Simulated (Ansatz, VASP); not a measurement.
# AlRu: VASP beside Ansatz, part 2 of 2

One calculation is typed for both programs; each brings its own data sets. How far apart do they land? The cell is taken from a series of runs on this material, whose earlier steps may have relaxed, scaled, displaced or heated it; both programs get it as it stands.

VASP 6.6.1 and Ansatz 0.2.0.

So far. Step 5 (Ansatz: single point, LDA, pair 2): The run ends at a pressure of 16.43 GPa.

**6. VASP: single point, LDA, pair 2 (continued)**

Level of this step: LDA; plane waves and PAW (Al, Ru_pv) (VASP).

Numbers of over 12 decimals in the logs are rounded to 6 here.

Parts of OUTCAR (step 6):

```text
  Total        2.5764739      2.5764739      2.5764739     -0.0000000      0.0000000      0.0000000
  in kB      170.4262577    170.4262577    170.4262577     -0.0000000      0.0000000      0.0000000
  external PRESSURE =     170.4262577 kB  Pullay stress =       0.0000000 kB

 POSITION                                       TOTAL-FORCE (eV/Angst)
 -----------------------------------------------------------------------------------
      0.00000      0.00000      0.00000         0.000000      0.000000      0.000000
      1.44667      1.44667      1.44667         0.000000      0.000000      0.000000
 -----------------------------------------------------------------------------------
    total drift:                                0.000000     -0.000000     -0.000000

  FREE ENERGIE OF THE ION-ELECTRON SYSTEM (eV)
  ---------------------------------------------------
  free  energy   TOTEN  =       -16.0918581738 eV

  energy  without entropy=      -16.0904966088  energy(sigma->0) =      -16.09140432

[... 1 part as in an earlier step ...]

[... 2 further parts left out ...]
[key lines of the parts left out:]
E-fermi :  12.0220
```

The run ends at a pressure of 17.04 GPa.

**7. Side by side**

What differs besides the data sets and the points named for the pairs above, as far as they apply: the data sets hold 19 valence electrons in Ansatz (on its PAW soft_1 files) and 17 in VASP. Total energies have different zeros and are not compared.

Compared:

```
      quantity  Ansatz   VASP  difference
pressure (GPa)   16.43  17.04       -0.61
```

**8. VASP: single point, LDA, pair 3**

A single point gives forces, pressure and levels at one fixed geometry, so differences don't come from the geometry; what else differs is listed under the comparison. The cell compared in this pair holds 23.71 Å³, against 24.22 Å³ for the pair before.

File INCAR:

```
SYSTEM = AlRu
PREC = Accurate
ENCUT = 500
EDIFF = 1E-06
NELM = 120
ISMEAR = 1
SIGMA = 0.2
LREAL = .FALSE.
ALGO = Normal
GGA = PW92
NBANDS = 14
LASPH = .TRUE.
LORBIT = 11
LWAVE = .FALSE.
LCHARG = .FALSE.
ISIF = 2
GGA_COMPAT = .FALSE.
```

File POSCAR:

```
AlRu
1.0
    2.8726756680      0.0000000000      0.0000000000
    0.0000000000      2.8726756680      0.0000000000
    0.0000000000      0.0000000000      2.8726756680
Al Ru
1 1
Direct
    0.0000000000      0.0000000000      0.0000000000
    0.5000000000      0.5000000000      0.5000000000
```

File KPOINTS:

```
Automatic mesh
0
Gamma
16 16 16
0 0 0
```

PAW data sets: Al and Ru_pv (LDA family, release 64).

Run with:

```console
mpirun -np 1 vasp_std
```

Output:

```text
[... set-up lines as in an earlier step ...]
 entering main loop
       N       E                     dE             d eps       ncg     rms          rms(c)
DAV:   1     0.110962065532E+03    0.11096E+03   -0.93056E+03  4876   0.112E+03
DAV:   2    -0.148769244441E+02   -0.12584E+03   -0.12013E+03  5106   0.318E+02
DAV:   3    -0.167149758371E+02   -0.18381E+01   -0.18306E+01  5642   0.407E+01
DAV:   4    -0.167288379487E+02   -0.13862E-01   -0.13858E-01  5978   0.354E+00
[...]
DAV:   9    -0.160260247313E+02    0.86667E-04   -0.45943E-04  5874   0.122E-01    0.137E-01
DAV:  10    -0.160260138840E+02    0.10847E-04   -0.34909E-05  5410   0.696E-02    0.172E-02
DAV:  11    -0.160260129473E+02    0.93672E-06   -0.38960E-06  5820   0.247E-02
   1 F= -.16026013E+02 E0= -.16025543E+02  d E =-.141102E-02
```

Parts of OUTCAR (step 8):

```text
  Total        3.5360490      3.5360490      3.5360490      0.0000000      0.0000000     -0.0000000
  in kB      238.9841331    238.9841331    238.9841331      0.0000000      0.0000000     -0.0000000
  external PRESSURE =     238.9841331 kB  Pullay stress =       0.0000000 kB

 POSITION                                       TOTAL-FORCE (eV/Angst)
 -----------------------------------------------------------------------------------
      0.00000      0.00000      0.00000         0.000000      0.000000      0.000000
      1.43634      1.43634      1.43634         0.000000      0.000000      0.000000
 -----------------------------------------------------------------------------------
    total drift:                                0.000000     -0.000000     -0.000000

  FREE ENERGIE OF THE ION-ELECTRON SYSTEM (eV)
  ---------------------------------------------------
  free  energy   TOTEN  =       -16.0260129473 eV

  energy  without entropy=      -16.0246019286  energy(sigma->0) =      -16.02554261

[... 1 part as in an earlier step ...]

[... 2 further parts left out ...]
[key lines of the parts left out:]
E-fermi :  12.3615
```

The run ends at a pressure of 23.90 GPa.

**9. Ansatz: single point, LDA, pair 3**

The same cell, functional (in two slightly different forms), mesh and smearing now go to Ansatz, which takes its cutoff from its data sets.

The cell is taken from a series of runs on this material, whose earlier steps may have relaxed, scaled, displaced or heated it; both programs get it as it stands.

File input.yaml:

```yaml
crystal:
  lattice:
    - [2.872675668, 0.0, 0.0]
    - [0.0, 2.872675668, 0.0]
    - [0.0, 0.0, 2.872675668]
  atoms:
    - { symbol: Al, position: [0.0, 0.0, 0.0] }
    - { symbol: Ru, position: [0.5, 0.5, 0.5] }
kpoints:
  mp_grid: { grid: [16, 16, 16] }
hamiltonian:
  xc: lda
  pseudopotentials: { kind: paw, azcp: { folder: soft_1 }, xc_functional: pbe }
scf:
  occupations: { method: methfessel_paxton, width: 0.2 }
output:
  forces: true
  stress: true
  eigenvalues: true
```

Run with:

```console
ansatz run input.yaml --threads 4 --pin off --max-ram 10240MiB --backend cpu --events-out ev --progress --plain --runs-dir out
```

Output:

```text
[...]
Crystal: 2 atoms, lattice volume = 23.706 Å³
Basis set: ecut = 420 eV, 461 PW (Γ)
Bands: 14, of which v1, the nominal top of the filled ones, is band 10 counted from 1 (9 counted from 0)
Symmetry: 48 space group operations
[...]
k-points: 165 of 4096
[...]
--- Band table (eV; the first three rows and the last of 165) ---
  k-point 0: bands = [... 6 lower, 13.9050, 18.4388, 18.4388, 18.4388, 24.8543, 24.8543, 24.8543, 29.9186]
  k-point 1: bands = [... 6 lower, 13.9438, 18.3241, 18.3241, 18.4504, 24.4695, 25.0249, 25.0249, 29.6896]
  k-point 2: bands = [... 6 lower, 14.0436, 18.0229, 18.0229, 18.4839, 23.5949, 25.4934, 25.4934, 29.0898]
  k-point 164: bands = [... 6 lower, 12.8676, 20.1669, 20.1669, 21.4696, 22.6468, 22.6468, 22.6469, 27.9931]
[key lines of the parts left out:]
SCF converged after 6 iterations
Free energy (F): -6272.359770 eV
Fermi energy:    18.233889 eV
P = ⅓ Tr σ = 23.1947 GPa (231.947 kbar)
```

The run ends at a pressure of 23.19 GPa.

**10. Differences**

What differs besides the data sets and the points named for the pairs above, as far as they apply: the data sets hold 19 valence electrons in Ansatz (on its PAW soft_1 files) and 17 in VASP. Total energies have different zeros and are not compared.

Both answers:

```csv
quantity,Ansatz,VASP,difference
pressure (GPa),23.19,23.90,-0.70
```

**11. Results**

```json
{"difference in pressure (single point, LDA, pair 1)": "-0.78 GPa", "difference in pressure (single point, LDA, pair 2)": "-0.61 GPa", "difference in pressure (single point, LDA, pair 3)": "-0.70 GPa"}
```

**Reading.** The difference in pressure is -0.78 GPa (single point, LDA, pair 1), within the 1 GPa picked in this series as the mark of a large difference. The data sets hold unlike numbers of valence electrons (19 in Ansatz and 17 in VASP), so part of the differences comes from the potentials. 5 further runs of this series are not shown here. Such differences can come from data sets, numerical settings and the points named under the comparisons, not from the functional's error against experiment.

[Lines on the potential files, build, host, timing and source positions are cut from VASP's logs without a mark.]

[Logs are printed without paths, hosts, clocks, repeated set-up lines and the standing remarks that a program may print on its own settings, such as how far it seeks lower states.]

[Hosts, paths, dates, database ids (printed as entryN), source tags and the programs' standing remarks are cut or masked in the printed files.]
